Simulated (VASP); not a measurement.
Consider the following.

```
CELL_PARAMETERS angstrom
      1.32851    -2.30104     0.00000
      1.32851     2.30104     0.00000
      0.00000     0.00000     4.67029
ATOMIC_POSITIONS crystal
  Zn 0.33333 0.66667 0.25000
  Zn 0.66667 0.33333 0.75000
```

Level of theory: vdW-DF-cx, VASP's PBE PAW potentials (set 64) (plane waves; VASP 6.6.1). Run with 520 eV cut-off, 18×18×9 Γ-centred mesh, tetrahedra with Blöchl corrections, potentials Zn.

Problem. What does the run give for the energy per atom (σ→0), band gap (on the k-mesh) with the smallest direct gap where there is one?

Solution. 
band gap (on the k-mesh): none (metal, semimetal or under 0.01 eV)
energy per atom (σ→0): 1.808 eV/atom

Only differences to runs with the same potentials and settings are physical.

The compound is Zn in the hcp structure. It was relaxed first, which changed the volume by -6 %.
